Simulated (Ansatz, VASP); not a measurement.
# Cross-check of SnSe2 between VASP and Ansatz, part 2 of 2

Aim: how closely do two programs agree when they are given the same cell, functional and k mesh? Of the first pair: The structure shown is the end of the Ansatz relaxation below.

VASP 6.6.1 and Ansatz 0.2.0.

So far. Step 3 (VASP: single point, PBE, relaxed atoms in a fixed cell …): The run ends at a pressure of -0.43 GPa, with forces up to 0.013 eV/Å.

## Step 6: VASP: single point, PBE, relaxed atoms in a fixed cell, pair 2

Level of this step: PBE; plane waves and PAW (Sn_d, Se) (VASP).

The same cell, functional, mesh and smearing now go to VASP, with its own data sets.

Contents of INCAR:

```
SYSTEM = SnSe2
PREC = Accurate
ENCUT = 400
EDIFF = 1E-06
NELM = 120
ISMEAR = 0
SIGMA = 0.1
LREAL = .FALSE.
ALGO = Normal
GGA = PE
NBANDS = 19
LORBIT = 11
LWAVE = .FALSE.
LCHARG = .FALSE.
ISIF = 2
LDIPOL = .TRUE.
IDIPOL = 3
DIPOL = 0.5 0.5 0.328
LVHAR = .TRUE.
LASPH = .TRUE.
GGA_COMPAT = .FALSE.
NELMDL = -8
KPAR = 2
```

Contents of POSCAR:

```
SnSe2
1.0
    3.7941948910      0.0000000000      0.0000000000
   -1.8970974455      3.4501626206      0.0000000000
    0.0000000000      0.0000000000     30.4600000000
Sn Se
1 2
Direct
    0.3336088249      0.6672176498      0.3282994091
    0.6665289208      0.3330578417      0.3847429996
    0.6665289208      0.3330578417      0.2718558186
```

Contents of KPOINTS:

```
Automatic mesh
0
Gamma
12 12 1
0 0 0
```

The projector-augmented-wave data sets are Sn_d and Se (PBE family, release 64).

Run with:

```bash
$ mpirun -np 2 vasp_std
```

Numbers of over 12 decimals in the logs are rounded to 6 here.

The program printed:

```text
[... set-up lines as in an earlier step ...]
 entering main loop
       N       E                     dE             d eps       ncg     rms          rms(c)
DAV:   1     0.162145917902E+03    0.16215E+03   -0.92870E+03  1970   0.829E+02
DAV:   2     0.747368135693E+01   -0.15467E+03   -0.15161E+03  2229   0.208E+02
DAV:   3    -0.108584391637E+02   -0.18332E+02   -0.18210E+02  2060   0.808E+01
DAV:   4    -0.113858558421E+02   -0.52742E+00   -0.52646E+00  2161   0.172E+01
[...]
DAV:  19    -0.110153605499E+02   -0.36426E-05   -0.23132E-08  1400   0.830E-04    0.426E-04
DAV:  20    -0.110153667437E+02   -0.61938E-05   -0.14914E-07  1574   0.104E-03    0.489E-04
DAV:  21    -0.110153668987E+02   -0.15495E-06   -0.18420E-09  1342   0.322E-04
   1 F= -.11015367E+02 E0= -.11013784E+02  d E =-.316491E-02
```

From OUTCAR (step 6):

```text
  Total       -0.6940260     -2.5254082      0.0168195      0.0000000      0.0000000      0.0000000
  in kB       -2.7886708    -10.1473598      0.0675825      0.0000000      0.0000000      0.0000000
  external PRESSURE =      -4.2894827 kB  Pullay stress =       0.0000000 kB

 POSITION                                       TOTAL-FORCE (eV/Angst)
 -----------------------------------------------------------------------------------
     -0.00000      2.30201     10.00000         0.000000      0.002078      0.000000
      1.89710      1.14910     11.71927        -0.000000     -0.001039      0.013182
      1.89710      1.14910      8.28073        -0.000000     -0.001039     -0.013182
 -----------------------------------------------------------------------------------
    total drift:                                0.000000      0.001014     -0.000020

  FREE ENERGIE OF THE ION-ELECTRON SYSTEM (eV)
  ---------------------------------------------------
  free  energy   TOTEN  =       -11.0153668987 eV

  energy  without entropy=      -11.0122019921  energy(sigma->0) =      -11.01378445

[... 1 part as in an earlier step ...]

[... 2 further parts left out ...]
[key lines of the parts left out:]
E-fermi :  -3.7746
```

The run ends at a pressure of -0.43 GPa, with forces up to 0.013 eV/Å.

## Step 7: Differences

What differs besides the data sets and the points named for the pairs above, as far as they apply: the data sets hold 46 valence electrons in Ansatz (on its PAW soft_1 files) and 26 in VASP. Total energies have different zeros and are not compared.

The largest component of a force difference here is 13 meV/Å. Where the cell holds vacuum, a pressure given here is an average over it and none of the material.

## Step 8: Ansatz: relaxation, PBE

The two programs are compared at the cell with which this relaxation starts, whose forces are those of its first step.

The structure compared here is the start of the Ansatz relaxation; VASP solves that cell, so the two are compared at the walk's first step.

Contents of input.yaml:

```yaml
crystal:
  lattice:
    - [3.6803690443, 0.0, 0.0]
    - [-1.8401845221, 3.2858691626, 0.0]
    - [0.0, 0.0, 30.46]
  atoms:
    - { symbol: Sn, position: [0.3341824926, 0.6683649851, 0.3282994091] }
    - { symbol: Se, position: [0.666242087, 0.3324841741, 0.3851125614] }
    - { symbol: Se, position: [0.666242087, 0.3324841741, 0.2714862568] }
  periodic: [true, true, false]
kpoints:
  mp_grid: { grid: [12, 12, 1] }
hamiltonian:
  xc: pbe
  pseudopotentials: { kind: paw, azcp: { folder: soft_1 } }
scf:
  occupations: { method: gaussian, width: 0.1 }
output:
  forces: true
  stress: true
  eigenvalues: true
relax:
  adjacent_minimum: "off"
  f_tol: 0.001
  max_steps: 60
```

Run with:

```bash
$ ansatz run input.yaml --threads 4 --pin off --max-ram 16384MiB --backend cpu --events-out ev --progress --plain --runs-dir out
```

The program printed:

```text
[...]
Crystal: 3 atoms, lattice volume = 368.359 Å³
Basis set: ecut = 420 eV, 7229 PW (Γ), exchange–correlation on 50×54×432 points (8 copies of the dense FFT grid, shifted against one another)
Bands: 28, of which v1, the nominal top of the filled ones, is band 23 counted from 1 (22 counted from 0)
Symmetry: 4 space group operations
[...]
F+E_penalty+E_count = -16962.67032814 eV   max|allowed force component| = 5.941e-6 eV/Å
  cell:  # Å, volume = 368.3592 Å³
    - [3.6803690443, -2.800157479441477e-11, 0.0]
    - [-1.840184522125, 3.285869, 0.0]
    - [0.0, 0.0, 30.46]
  atoms:
    - { symbol: Sn, position: [0.334722, 0.669444, 0.328299] }
    - { symbol: Se, position: [0.665972, 0.331945, 0.385215] }
    - { symbol: Se, position: [0.665972, 0.331945, 0.271384] }
[key lines of the parts left out:]
SCF converged after 4 iterations
Free energy (F): -16962.670328 eV
Fermi energy:    -5.517691 eV
P = ½ c Tr σ = 1.4531 N/m
```

## Step 9: VASP: single point, PBE, start cell, pair 3

The same cell, functional, mesh and smearing now go to VASP, with its own data sets.

INCAR is that of step 6.

Contents of POSCAR:

```
SnSe2
1.0
    3.6803690443      0.0000000000      0.0000000000
   -1.8401845221      3.2858691626      0.0000000000
    0.0000000000      0.0000000000     30.4600000000
Sn Se
1 2
Direct
    0.3341825087      0.6683650174      0.3282994091
    0.6662420118      0.3324840235      0.3851125739
    0.6662420118      0.3324840235      0.2714862443
```

KPOINTS is that of step 6.

Run with:

```bash
$ mpirun -np 2 vasp_std
```

The program printed:

```text
[... set-up lines as in an earlier step ...]
 entering main loop
       N       E                     dE             d eps       ncg     rms          rms(c)
DAV:   1     0.163350299143E+03    0.16335E+03   -0.93928E+03  1978   0.840E+02
DAV:   2     0.723238960427E+01   -0.15612E+03   -0.15295E+03  2209   0.210E+02
DAV:   3    -0.109041496912E+02   -0.18137E+02   -0.18011E+02  2047   0.819E+01
DAV:   4    -0.114040982424E+02   -0.49995E+00   -0.49914E+00  2195   0.169E+01
[...]
DAV:  22    -0.110504388292E+02   -0.16818E-05   -0.22151E-08  1592   0.647E-04    0.191E-04
DAV:  23    -0.110504398484E+02   -0.10192E-05   -0.19585E-08  1598   0.458E-04    0.296E-04
DAV:  24    -0.110504401853E+02   -0.33693E-06   -0.43629E-09  1450   0.273E-04
   1 F= -.11050440E+02 E0= -.11048591E+02  d E =-.369828E-02
```

Parts of OUTCAR (step 9):

```text
  Total        1.7328755      0.5204154      0.1531889      0.0000000      0.0000000      0.0000000
  in kB        7.5371368      2.2635451      0.6662947      0.0000000      0.0000000      0.0000000
  external PRESSURE =       3.4889922 kB  Pullay stress =       0.0000000 kB

 POSITION                                       TOTAL-FORCE (eV/Angst)
 -----------------------------------------------------------------------------------
      0.00000      2.19616     10.00000         0.000000      0.025201      0.000000
      1.84018      1.09250     11.73053        -0.000000     -0.012600      0.052625
      1.84018      1.09250      8.26947        -0.000000     -0.012600     -0.052625
 -----------------------------------------------------------------------------------
    total drift:                                0.000024      0.000189     -0.000057

  FREE ENERGIE OF THE ION-ELECTRON SYSTEM (eV)
  ---------------------------------------------------
  free  energy   TOTEN  =       -11.0504401853 eV

  energy  without entropy=      -11.0467419004  energy(sigma->0) =      -11.04859104

[... 1 part as in an earlier step ...]

[... 2 further parts left out ...]
[key lines of the parts left out:]
E-fermi :  -3.3823
```

The run ends at a pressure of 0.35 GPa, with forces up to 0.054 eV/Å.

## Step 10: Differences

What differs besides the data sets and the points named for the pairs above, as far as they apply: the data sets hold 46 valence electrons in Ansatz (on its PAW soft_1 files) and 26 in VASP. Total energies have different zeros and are not compared.

Forces (eV/Å; atoms numbered as in POSCAR):

| atom | Ansatz x, y, z | VASP x, y, z |
| --- | --- | --- |
| Sn1 | 0.000, 0.024, 0.000 | 0.000, 0.025, 0.000 |
| Se2 | 0.000, -0.012, 0.036 | 0.000, -0.013, 0.053 |
| Se3 | 0.000, -0.012, -0.036 | 0.000, -0.013, -0.053 |

The forces differ by 7.7 meV/Å r.m.s., which is 28.7 % of the r.m.s. force of 0.027 eV/Å (both taken over all components). Where the cell holds vacuum, a pressure given here is an average over it and none of the material.

## Step 11: Summary of results

```yaml
r_m_s_force_difference_single_point_pbe_relaxed_atoms_in_a_fixed_cell_pair_1: 6.2 meV/Å
r_m_s_force_difference_single_point_pbe_relaxed_atoms_in_a_fixed_cell_pair_2: 6.3 meV/Å
r_m_s_force_difference_single_point_pbe_start_cell_pair_3: 7.7 meV/Å
```

The r.m.s. force difference is 7.7 meV/Å (single point, PBE, start cell, pair 3), within the 12 meV/Å picked in this series as the mark of a large difference. The data sets hold unlike numbers of valence electrons (46 in Ansatz and 26 in VASP), so part of the differences may come from the potentials. 7 further pairs of this series are not shown here. How closely two codes agree says nothing of how well the functional describes the real material.

[Lines on the potential files, build, host, timing and source positions are cut from VASP's logs without a mark.]

[Logs are printed without paths, hosts, clocks, repeated set-up lines and the standing remarks that a program may print on its own settings, such as how far it seeks lower states.]

[Hosts, paths, dates, database ids (printed as entryN), source tags and the programs' standing remarks are cut or masked in the printed files.]
